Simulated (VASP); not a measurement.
Data:

```yaml
crystal:
  lattice:
    - [0.00000, 2.84044, 2.84044]
    - [2.84044, 0.00000, 2.84044]
    - [2.84044, 2.84044, 0.00000]
  atoms:
    - { symbol: Zn, position: [0.00000, 0.00000, 0.00000] }
    - { symbol: S, position: [0.25000, 0.25000, 0.25000] }
```

All values below come from vdW-DF2, VASP's PBE PAW potentials (set 64) (plane waves; VASP). Numerical set-up: 520 eV cut-off, 8×8×8 Γ-centred mesh, Gaussian smearing of 0.050 eV, potentials Zn S.

Task: What does the run give for the energy per atom (σ→0), pressure, band gap (on the k-mesh) with the smallest direct gap where there is one?

Result: 
```yaml
band gap (on the k-mesh): 1.28 eV
smallest direct gap (on the k-mesh): 1.28 eV
energy per atom (σ→0): -0.870 eV/atom
pressure: -3.00 GPa
```

The absolute energy has meaning only against runs of the same code, potentials and settings.

The compound is ZnS in the zinc blende structure. This cell is one point of a volume scan, at 1.06 of the reference volume.
